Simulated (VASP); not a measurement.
OSZICAR of a VASP run on SnO2 (rutile):

OSZICAR:
```
       N       E                     dE             d eps       ncg     rms          rms(c)
DAV:   1     0.653413010378E+03    0.65341E+03   -0.26302E+04  1586   0.255E+03
DAV:   2     0.566477054822E+02   -0.59677E+03   -0.57711E+03  1656   0.687E+02
DAV:   3    -0.383046370851E+02   -0.94952E+02   -0.93009E+02  1705   0.226E+02
DAV:   4    -0.432514225939E+02   -0.49468E+01   -0.49219E+01  1748   0.569E+01
DAV:   5    -0.434142537121E+02   -0.16283E+00   -0.16276E+00  1922   0.105E+01    0.155E+01
DAV:   6    -0.372368426411E+02    0.61774E+01   -0.25564E+01  2375   0.726E+01    0.565E+00
DAV:   7    -0.373357322102E+02   -0.98890E-01   -0.20646E+00  1628   0.863E+00    0.322E+00
DAV:   8    -0.373190273392E+02    0.16705E-01   -0.32863E-01  2155   0.509E+00    0.809E-01
DAV:   9    -0.373029438213E+02    0.16084E-01   -0.91230E-02  2333   0.380E+00    0.145E-01
DAV:  10    -0.373037724298E+02   -0.82861E-03   -0.62188E-03  2166   0.773E-01    0.496E-02
DAV:  11    -0.373038306208E+02   -0.58191E-04   -0.38443E-04  2385   0.217E-01    0.232E-02
DAV:  12    -0.373038337517E+02   -0.31309E-05   -0.24813E-05  1778   0.398E-02    0.160E-02
DAV:  13    -0.373038296013E+02    0.41505E-05   -0.19175E-05  2223   0.490E-02    0.312E-03
DAV:  14    -0.373038299976E+02   -0.39635E-06   -0.15117E-06  2009   0.103E-02    0.152E-03
DAV:  15    -0.373038301676E+02   -0.16996E-06   -0.60499E-08  1217   0.184E-03    0.577E-04
DAV:  16    -0.373038301977E+02   -0.30171E-07   -0.26565E-08  1087   0.173E-03
   1 F= -.38551068E+02 E0= -.38551068E+02  d E =-.385511E+02
       N       E                     dE             d eps       ncg     rms          rms(c)
DAV:   1    -0.373114623360E+02   -0.76322E-02   -0.83235E-01  1528   0.648E+00    0.525E-01
DAV:   2    -0.373095519912E+02    0.19103E-02   -0.37915E-02  1873   0.177E+00    0.304E-01
DAV:   3    -0.373066438301E+02    0.29082E-02   -0.34442E-03  2111   0.789E-01    0.658E-02
DAV:   4    -0.373066694260E+02   -0.25596E-04   -0.12180E-03  1889   0.249E-01    0.236E-02
DAV:   5    -0.373066627187E+02    0.67073E-05   -0.10059E-04  1719   0.100E-01    0.795E-03
DAV:   6    -0.373066625192E+02    0.19943E-06   -0.12932E-05  2064   0.394E-02    0.327E-03
DAV:   7    -0.373066627185E+02   -0.19925E-06   -0.10945E-06  2092   0.883E-03    0.220E-03
DAV:   8    -0.373066626161E+02    0.10239E-06   -0.16192E-07  1299   0.437E-03    0.265E-04
DAV:   9    -0.373066626120E+02    0.40754E-08   -0.41710E-08  1038   0.179E-03
   2 F= -.38553648E+02 E0= -.38553648E+02  d E =-.258002E-02
       N       E                     dE             d eps       ncg     rms          rms(c)
DAV:   1    -0.373068854295E+02   -0.22281E-03   -0.22008E-02  1558   0.105E+00    0.854E-02
DAV:   2    -0.373068338302E+02    0.51599E-04   -0.99591E-04  1857   0.292E-01    0.495E-02
DAV:   3    -0.373067576262E+02    0.76204E-04   -0.91643E-05  2159   0.125E-01    0.108E-02
DAV:   4    -0.373067580825E+02   -0.45630E-06   -0.31216E-05  1854   0.387E-02    0.384E-03
DAV:   5    -0.373067577120E+02    0.37044E-06   -0.25254E-06  1740   0.161E-02    0.125E-03
DAV:   6    -0.373067577596E+02   -0.47581E-07   -0.29795E-07  1545   0.644E-03
   3 F= -.38553702E+02 E0= -.38553702E+02  d E =-.263462E-02
       N       E                     dE             d eps       ncg     rms          rms(c)
DAV:   1    -0.373068543782E+02   -0.96666E-04   -0.15208E-02  1488   0.848E-01    0.582E-02
DAV:   2    -0.373068345966E+02    0.19782E-04   -0.31904E-04  2004   0.172E-01    0.345E-02
DAV:   3    -0.373068105093E+02    0.24087E-04   -0.18613E-05  2290   0.585E-02    0.657E-03
DAV:   4    -0.373068101134E+02    0.39590E-06   -0.52496E-06  2094   0.173E-02    0.181E-03
DAV:   5    -0.373068100626E+02    0.50833E-07   -0.26432E-07  1371   0.501E-03
   4 F= -.38553752E+02 E0= -.38553752E+02  d E =-.499923E-04
```

### Question
Which electronic solver shows in the log?

### Answer
It is blocked Davidson (ALGO = Normal, or the opening steps of other solvers). The INCAR had ALGO = Normal.

### Question
Can the final energy be trusted as converged?

### Answer
Self-consistency was reached. It stopped with EDIFF = 1E-7, NELM = 100, NSW = 30 and EDIFFG = -0.01 after 4 ionic steps (PBE GGA with D3 dispersion (Becke-Johnson damping), plane waves, VASP's PBE PAW potentials (set 64)).

The compound is SnO2 in the rutile structure. This cell is one point of a volume scan, at 1.03 of the reference volume. Symmetry was kept, so distortions that lower it aren't found.
